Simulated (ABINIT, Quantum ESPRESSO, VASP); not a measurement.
**CsSnI3 (Pm-3m, 5 atoms in the cell) computed with different codes at matched settings**

Self-consistent single point, at a second geometry (lattice scaled by 0.98). First geometry:

```
CsSnI3
1.0
    6.33631     0.00000     0.00000
    0.00000     6.33631     0.00000
    0.00000     0.00000     6.33631
Cs Sn I
1 1 3
Direct
  0.00000   0.00000   0.00000
  0.50000   0.50000   0.50000
  0.50000   0.00000   0.50000
  0.00000   0.50000   0.50000
  0.50000   0.50000   0.00000
```

Shared settings, as Quantum ESPRESSO writes them: occupations = smearing; smearing = fermi-dirac; degauss = 0.0036749 Ry; K_POINTS = automatic 3 3 3 0 0 0. Potentials and cutoffs stand in the table.

```tsv
code	model	ΔF from the first geometry (meV/atom)	pressure (GPa)	cutoff
ABINIT	PBE, PAW (JTH v2.0 PBE PAW)	-4.2	0.20	42 Ry
VASP	PBE, VASP's PBE PAW potentials (set 64)	-4.4	0.17	300 eV
Quantum ESPRESSO	PBE, PseudoDojo standard norm-conserving (PBE) pseudopotentials	-4.8	0.21	75 Ry
```

On ABINIT's run: spin-orbit coupling is off.

The spread over the programs that give each value: ΔF from the first geometry within 0.6 meV/atom; pressure within 0.04 GPa.

The shared mesh is coarse (it stands for a supercell whose shortest vector is 19 Å), so the values are not converged in it.

This mesh misses zone-boundary points where a band edge of such crystals can lie, so no gaps are given.

VASP's run is marked for a possible Pulay error in its stress at this cutoff; no cutoff test was made.

The starting cell has typed, rounded lattice constants, without a prior relaxation at this level. Its lattice was rescaled by a random factor within 2.5 % of one. For this run, on top of that: lattice scaled by 0.98.

Left out of this page: Ansatz, GPAW, CP2K, Elk, FLEUR and SIESTA (not drawn, or without a comparable value).
